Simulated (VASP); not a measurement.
Data:

```
CELL_PARAMETERS angstrom
      0.00000     3.28212     3.28212
      3.28212     0.00000     3.28212
      3.28212     3.28212     0.00000
ATOMIC_POSITIONS crystal
  Cd 0.00000 0.00000 0.00000
  Te 0.25000 0.25000 0.25000
```

Level of theory: revPBE GGA, VASP's PBE PAW potentials (set 64) (plane waves; VASP). Settings: 300 eV cut-off, 6×6×6 Γ-centred mesh, Fermi-Dirac smearing of 0.050 eV, potentials Cd Te.

At this cut-off the stress carries a Pulay error, which pulls relaxed volumes low.

Task: Give the stress tensor in GPa (positive for a compressed cell).

Result: 
```
2.18  0.00  0.00
0.00  2.18  0.00
0.00  0.00  2.18
```
The pressure is its mean diagonal, 2.18 GPa.

The structure comes from a computed database's CdTe entry; how it stands against other phases isn't given here. The cell was not relaxed at this level.
